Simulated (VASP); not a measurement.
Level of theory: PBE GGA, VASP's PBE PAW potentials (set 64) (plane waves; VASP).

VASP ran on this input.

KPOINTS:
```
Automatic mesh
0
Gamma
1 1 1
0 0 0
```

### INCAR
```
LREAL  =  Auto
ISPIN  =  2   ! spin-polarised
SYSTEM  =  Ga31As32C
ENCUT  =  400
IBRION  =  2
NELMIN  =  4
EDIFFG  =  -0.03   ! ionic stop
ISYM  =  0
LORBIT  =  10
ISMEAR  =  0   ! Gaussian
NSW  =  60   ! most ionic steps
EDIFF  =  1E-5   ! SCF stop (eV)
SIGMA  =  0.05   ! width (eV)
NUPDOWN  =  1
PREC  =  Normal
NELM  =  100   ! most electronic steps
NELECT  =  259.0
GGA  =  PE   ! PBE
ISIF  =  2   ! forces and stress, cell fixed
LWAVE  =  .FALSE.
LMAXMIX  =  4
ALGO  =  Fast   ! Davidson, then RMM-DIIS
MAGMOM  =  64*0.0156
LASPH  =  .TRUE.   ! aspherical one-centre terms
LCHARG  =  .FALSE.
```

POSCAR:
```
Ga31As32C
1
   11.5222104212    -0.0000000000    -0.0000000000
   -0.0000000000    11.5222104212     0.0000000000
    0.0000000000     0.0000000000    11.5222104212
Ga As C
31 32 1
Direct
  0.5000000000   0.0000000000   0.0000000000
  0.7500000000   0.2500000000   0.0000000000
  0.7500000000   0.0000000000   0.2500000000
  0.0000000000   0.0000000000   0.0000000000
  0.2500000000   0.2500000000   0.0000000000
  0.5000000000   0.5000000000   0.0000000000
  0.7500000000   0.7500000000   0.0000000000
  0.2500000000   0.0000000000   0.2500000000
  0.5000000000   0.2500000000   0.2500000000
  0.7500000000   0.5000000000   0.2500000000
  0.5000000000   0.0000000000   0.5000000000
  0.7500000000   0.2500000000   0.5000000000
  0.7500000000   0.0000000000   0.7500000000
  0.0000000000   0.5000000000   0.0000000000
  0.2500000000   0.7500000000   0.0000000000
  0.0000000000   0.2500000000   0.2500000000
  0.2500000000   0.5000000000   0.2500000000
  0.5000000000   0.7500000000   0.2500000000
  0.0000000000   0.0000000000   0.5000000000
  0.2500000000   0.2500000000   0.5000000000
  0.7500000000   0.7500000000   0.5000000000
  0.2500000000   0.0000000000   0.7500000000
  0.5000000000   0.2500000000   0.7500000000
  0.7500000000   0.5000000000   0.7500000000
  0.0000000000   0.7500000000   0.2500000000
  0.0000000000   0.5000000000   0.5000000000
  0.2500000000   0.7500000000   0.5000000000
  0.0000000000   0.2500000000   0.7500000000
  0.2500000000   0.5000000000   0.7500000000
  0.5000000000   0.7500000000   0.7500000000
  0.0000000000   0.7500000000   0.7500000000
  0.6250000000   0.1250000000   0.1250000000
  0.8750000000   0.3750000000   0.1250000000
  0.8750000000   0.1250000000   0.3750000000
  0.1250000000   0.1250000000   0.1250000000
  0.3750000000   0.3750000000   0.1250000000
  0.6250000000   0.6250000000   0.1250000000
  0.8750000000   0.8750000000   0.1250000000
  0.3750000000   0.1250000000   0.3750000000
  0.6207370000   0.3718100000   0.3762860000
  0.8750000000   0.6250000000   0.3750000000
  0.6250000000   0.1250000000   0.6250000000
  0.8750000000   0.3750000000   0.6250000000
  0.8750000000   0.1250000000   0.8750000000
  0.1250000000   0.6250000000   0.1250000000
  0.3750000000   0.8750000000   0.1250000000
  0.1250000000   0.3750000000   0.3750000000
  0.3708880000   0.6223310000   0.3729020000
  0.6250000000   0.8750000000   0.3750000000
  0.1250000000   0.1250000000   0.6250000000
  0.3781380000   0.3706690000   0.6216780000
  0.6275280000   0.6223620000   0.6244890000
  0.8750000000   0.8750000000   0.6250000000
  0.3750000000   0.1250000000   0.8750000000
  0.6250000000   0.3750000000   0.8750000000
  0.8750000000   0.6250000000   0.8750000000
  0.1250000000   0.8750000000   0.3750000000
  0.1250000000   0.6250000000   0.6250000000
  0.3750000000   0.8750000000   0.6250000000
  0.1250000000   0.3750000000   0.8750000000
  0.3750000000   0.6250000000   0.8750000000
  0.6250000000   0.8750000000   0.8750000000
  0.1250000000   0.8750000000   0.8750000000
  0.4981490000   0.5003530000   0.4965860000
```

POTCAR, in this order: Ga As C (PBE.64 set). Program: vasp_gam.

What will the output report for the number of irreducible k-points (NKPTS), largest plane-wave count, FFT grid (NGX, NGY, NGZ)?

```yaml
number of irreducible k-points (NKPTS): 1
largest_plane_wave_count: 13913
FFT grid (NGX, NGY, NGZ): 56 × 56 × 56
```

The cell is a supercell with a defect, built from GaAs (zinc blende): C_Ga, charge -2.
